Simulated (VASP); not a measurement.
Here is the system:

```yaml
crystal:
  lattice:
    - [0.00000, 2.38508, 2.38508]
    - [2.38508, 0.00000, 2.38508]
    - [2.38508, 2.38508, 0.00000]
  atoms:
    - { symbol: B, position: [0.00000, 0.00000, 0.00000] }
    - { symbol: As, position: [0.25000, 0.25000, 0.25000] }
```

Level of theory: PW91 GGA, VASP's PBE PAW potentials (set 64) (plane waves; VASP 6.6.1). Run with 520 eV cut-off, 9×9×9 Γ-centred mesh, Gaussian smearing of 0.050 eV, potentials B As.

Task: Give the stress tensor in GPa (positive for a compressed cell).

Result: 
```
4.28  0.00  0.00
0.00  4.28  0.00
0.00  0.00  4.28
```
The pressure is its mean diagonal, 4.28 GPa.

The compound is BAs in the zinc blende structure. This cell is one point of a volume scan, at 0.97 of the reference volume.
